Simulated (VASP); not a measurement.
```xyz
1
Lattice="-1.3871 1.3871 1.3871 1.3871 -1.3871 1.3871 1.3871 1.3871 -1.3871" Properties=species:S:1:pos:R:3 pbc="T T T"
Fe     0.0000     0.0000     0.0000
```
Starting moments (μB, in the order of the record's atoms Fe): 2.1.

These are PBE GGA with D3 dispersion (zero damping), VASP's PBE PAW potentials (set 64) (plane waves; VASP) values and carry that method's errors. Run with 520 eV cut-off, 18×18×18 Γ-centred mesh, first-order Methfessel-Paxton smearing of 0.10 eV, potentials Fe.

Question: Give the stress tensor in GPa (positive for a compressed cell).

Answer: 
```
7.54  0.00  0.00
0.00  7.54  0.00
0.00  0.00  7.54
```
The pressure is its mean diagonal, 7.54 GPa.

The compound is Fe in the bcc structure. This cell is one point of a volume scan, at 0.97 of the reference volume.
